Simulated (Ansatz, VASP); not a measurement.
# TaBr3 in VASP and in Ansatz

File INCAR:

```
  PREC = Accurate
  ENCUT = 520
  EDIFF = 1E-6
  ISMEAR = 0
  SIGMA = 0.1
  LREAL = False
  LASPH = True
  NELM = 100
  ALGO = Normal
  ISIF = 2
  LWAVE = False
  LCHARG = False
  LDIPOL = True
  IDIPOL = 3
  DIPOL = 0.5 0.5 0.500
  GGA = PE
  NBANDS = 42
```

Contents of KPOINTS:

```
Automatic mesh
0
Gamma
  4 4 1
```

The input POSCAR:

```
TaBr3
1.0
    3.9202129300      0.0000000000      0.0000000000
    0.0000000000      5.5924059300      0.0000000000
    0.0000000000      0.0000000000     21.0000000000
Ta Br
2 6
Direct
    0.0000000000      0.5000000000      0.5713625100
    0.5000000000      0.0000000000      0.4286374900
    0.5000000000      0.7013506700      0.6517283800
    0.5000000000      0.5000000000      0.4755298700
    0.0000000000      0.0000000000      0.5244701300
    0.5000000000      0.2986493300      0.6517283800
    0.0000000000      0.7986493300      0.3482716200
    0.0000000000      0.2013506700      0.3482716200
```

Input for Ansatz:

```yaml
crystal:
  lattice:
    - [3.92021293, 0.0, 0.0]
    - [0.0, 5.59240593, 0.0]
    - [0.0, 0.0, 21.0]
  atoms:
    - { symbol: Ta, position: [0.0, 0.5, 0.57136251] }
    - { symbol: Ta, position: [0.5, 0.0, 0.42863749] }
    - { symbol: Br, position: [0.5, 0.70135067, 0.65172838] }
    - { symbol: Br, position: [0.5, 0.5, 0.47552987] }
    - { symbol: Br, position: [0.0, 0.0, 0.52447013] }
    - { symbol: Br, position: [0.5, 0.29864933, 0.65172838] }
    - { symbol: Br, position: [0.0, 0.79864933, 0.34827162] }
    - { symbol: Br, position: [0.0, 0.20135067, 0.34827162] }
  periodic: [true, true, false]
basis:
  ecutwfc: 420
kpoints:
  mp_grid: { grid: [4, 4, 1] }
hamiltonian:
  xc: pbe
scf:
  occupations: { method: gaussian, width: 0.1 }
  lower_state_search: "off"
output:
  forces: true
  stress: true
  eigenvalues: true
```

Change from the starting cell: species swapped into a sheet of the HfS3 type.

Alike in both runs: task single point; functional PBE; k mesh 4 × 4 × 1; occupations gaussian, width 0.1 eV; no spin polarisation.

```csv
,VASP,Ansatz
version,VASP 6.6.1,Ansatz 0.2.0
potentials or method,"VASP PAW PBE potentials, release 64 (Ta_pv, Br)","scalar-relativistic, plane waves, PAW"
plane-wave cutoff (eV),520,420
valence electrons in the cell,64,68
```

Ansatz gave:

- gap on the k mesh at the Fermi level (eV): none
- rms of the force components (eV/Å): 3.371

Task: Which values does VASP return?

Result: gap on the k mesh at the Fermi level (eV): none; rms of the force components (eV/Å): 3.376.

Atom by atom the forces differ by 0.006 eV/Å (rms over components). A gap of «none» marks a metal or a gap that the smearing closes. The two sets of potentials don't hold the same shells in valence. Ansatz warned: «slab_cell_height_set».

Caveats: the k mesh is coarse (spacing up to 0.40 Å⁻¹), so the values aren't converged. The runs have no spin-orbit coupling, so splittings on Ta are missing.
